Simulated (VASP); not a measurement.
Input of a VASP 6.6.1 run:

Contents of INCAR:

```
PREC = Accurate
ENCUT = 520
EDIFF = 1E-6
ISMEAR = 0
SIGMA = 0.02
LREAL = False
LASPH = True
NELM = 100
ALGO = Normal
ISIF = 2
LWAVE = False
LCHARG = False
GGA = PE
IVDW = 12
NBANDS = 13
```

Contents of KPOINTS:

```
regular mesh
0
Gamma
  6 6 8
```

The input POSCAR:

```
MgH2
1.0
    4.4360834226      0.0000000000      0.0000000000
    0.0000000000      4.4360834226      0.0000000000
    0.0000000000      0.0000000000      2.9864910710
Mg H
2 4
Direct
    0.5000000000      0.5000000000      0.5000000000
    0.0000000000      0.0000000000      0.0000000000
    0.6954158162      0.6954158162      0.0000000000
    0.8045841838      0.1954158162      0.5000000000
    0.3045841838      0.3045841838      0.0000000000
    0.1954158162      0.8045841838      0.5000000000
```

Potentials or basis: VASP PAW PBE potentials, release 64 (Mg, H).

Launch:

```sh
$ cat potpaw_PBE.64/Mg/POTCAR potpaw_PBE.64/H/POTCAR > POTCAR
$ mpirun -np 1 vasp_std > vasp.out
```

(1) Predict the pressure.

(2) Predict the largest force.

(3) Estimate the band gap on the k mesh.

Results:

(1) -0.3 GPa.

(2) 0.015 eV/Å.

(3) 3.84 eV, indirect (least direct gap 4.67 eV).
